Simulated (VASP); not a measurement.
## Mg3ZnO4 (space group Cmmm): computed properties

Computed with PBEsol GGA, VASP's PBE PAW potentials (set 64) (plane waves; VASP).

```yaml
space_group: Cmmm (65)
cell: a = 5.971 Å, b = 8.449 Å, c = 2.992 Å, α = β = γ = 90.00°
volume_per_atom: 9.43 Å³/atom
band gap (over mesh and band path): 3.32 eV
smallest direct gap (over mesh and band path): 3.34 eV
band_edge_character: indirect, T to Γ
density: 4.45 g/cm³
mean ε∞ (DFPT): 3.60
mean ε∞ (independent particles): 3.67
mean static ε: 12.72
optical Γ-point spectrum: 154, 188, 197, 255, 263, 274, 316, 316, 339, 340, 355, 363, 371, 385, 423, 426, 472, 506, 524, 539, 557 cm⁻¹
```

Mg₃ZnO₄ has the orthorhombic space group Cmmm (No. 65), Pearson symbol oS16. Cell: a = 5.9707 Å, b = 8.4487 Å, c = 2.9917 Å, α = β = γ = 90.00°. Mg1 on 2b is coordinated by 6 O at 2.088–2.092 Å (octahedral). Mg2 on 4f is coordinated by 6 O at 2.112 Å (octahedral). Zn on 2a has 6 O at 2.135 Å (octahedral). O1 on 4i sees 5 Mg at 2.088–2.113 Å and 1 Zn at 2.136 Å (octahedral). O2 on 4h is surrounded by 4 Mg at 2.092–2.112 Å and 2 Zn at 2.135 Å (octahedral). (Neighbours: up to the widest gap in distance over summed covalent radii, below 1.35, at either atom; cation-cation and far metal-metal contacts left out.)
(The calculation used a cell of 8 atoms; values per cell refer to that cell.)

The structure comes from a computed database's Mg3ZnO4 entry (Cmmm); how it stands against other phases isn't given here. It was relaxed first. Symmetry was kept, so distortions that lower it aren't found.
